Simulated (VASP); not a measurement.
Data:

```
RuZr
1.0
    3.23081     0.00000     0.00000
    0.00000     3.23081     0.00000
    0.00000     0.00000     3.23081
Zr Ru
1 1
Direct
  0.50000   0.50000   0.50000
  0.00000   0.00000   0.00000
```

These are PBEsol GGA, VASP's PBE PAW potentials (set 64) (plane waves; VASP 6.6.1) values and carry that method's errors. Run with 400 eV cut-off, 13×13×13 Γ-centred mesh, tetrahedra with Blöchl corrections, potentials Zr_sv Ru_pv.

**Question.** Predict the energy per atom (σ→0), band gap (on the k-mesh) with the smallest direct gap where there is one.

**Answer.** 
```
Quantity                                                    Result
------------------------  ----------------------------------------
band gap (on the k-mesh)  none (metal, semimetal or under 0.01 eV)
energy per atom (σ→0)                              -10.262 eV/atom
```

The structure comes from a computed database's ZrRu entry (Pm-3m); how it stands against other phases isn't given here. It was relaxed first.
